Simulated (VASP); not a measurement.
For cubic MgS (rock salt), PBEsol GGA, VASP's PBE PAW potentials (set 64) in VASP gives ε∞ = 5.50, a static ε₀ = 14.62 and a transverse optical mode at 244 cm⁻¹.

Task: Estimate the longitudinal optical frequency at Γ.

Result: By the Lyddane-Sachs-Teller relation, ω_LO = ω_TO √(ε₀/ε∞) = 244 × √(14.62/5.50) = 398 cm⁻¹.

The compound is MgS in the rock salt structure. It was relaxed first.
